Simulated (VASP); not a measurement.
Here is a VASP 6.6.1 calculation.

INCAR

```
ALGO     = Fast           # electronic algorithm
EDIFF    = 1E-4           # SCF threshold, eV
EDIFFG   = -0.08          # ionic threshold
ENCUT    = 520            # plane-wave cutoff, eV
GGA      = PE             # functional
IBRION   = 2              # ionic algorithm
ISIF     = 3              # what is computed and relaxed
ISMEAR   = 0              # smearing method
ISPIN    = 2              # spin polarisation
LASPH    = T              # aspherical terms in the spheres
LCHARG   = F              # write CHGCAR
LMAXMIX  = 4              # l up to which the mixer works
LORBIT   = 11             # projections on sites
LREAL    = Auto         
LWAVE    = F              # write WAVECAR
MAGMOM   = 0 0 0 0 1 0 0 0 0 0 0 0 0 0 0 0 # initial moments
NELM     = 60             # most SCF steps
NSW      = 24             # ionic steps
PREC     = Normal         # precision mode
SIGMA    = 0.15           # smearing width, eV
```

The input KPOINTS:

```
k-points
0
Gamma
  3 3 3
```

The input POSCAR:

```
Ta4NiO11
1.0
    5.5272622400      0.0000000000      0.0000000000
    0.0000000000      5.5272622400      0.0000000000
    0.0000000000      0.0000000000      5.5272622400
Ta Ni O
4 1 11
Direct
    0.0000000000      0.0000000000      0.0000000000
    0.0000000000      0.5000000000      0.5000000000
    0.5000000000      0.0000000000      0.5000000000
    0.5000000000      0.5000000000      0.0000000000
    0.5000000000      0.5000000000      0.5000000000
    0.5000000000      0.0000000000      0.0000000000
    0.0000000000      0.5000000000      0.0000000000
    0.0000000000      0.0000000000      0.5000000000
    0.6555669400      0.6555669400      0.6555669400
    0.3444330600      0.3444330600      0.6555669400
    0.3444330600      0.6555669400      0.3444330600
    0.6555669400      0.3444330600      0.3444330600
    0.6555669400      0.6555669400      0.3444330600
    0.3444330600      0.3444330600      0.3444330600
    0.6555669400      0.3444330600      0.6555669400
    0.3444330600      0.6555669400      0.6555669400
```

Potentials or basis: VASP PAW PBE potentials, release 64 (Ta_pv, Ni, O).

The run is started by

```console
$ cat potpaw_PBE.64/Ta_pv/POTCAR potpaw_PBE.64/Ni/POTCAR potpaw_PBE.64/O/POTCAR > POTCAR
$ mpirun -np 4 vasp_std > vasp.out
```

(1) Estimate the relaxed volume.

(2) Estimate the net moment.

## Answers

(1) 8.89 Å³/atom.

(2) 0.00 μB per cell.

Caveat: the k mesh is coarse (spacing up to 0.38 Å⁻¹), so the values aren't converged; the volume moved by over 15 % at a fixed basis, so the end points are rough.
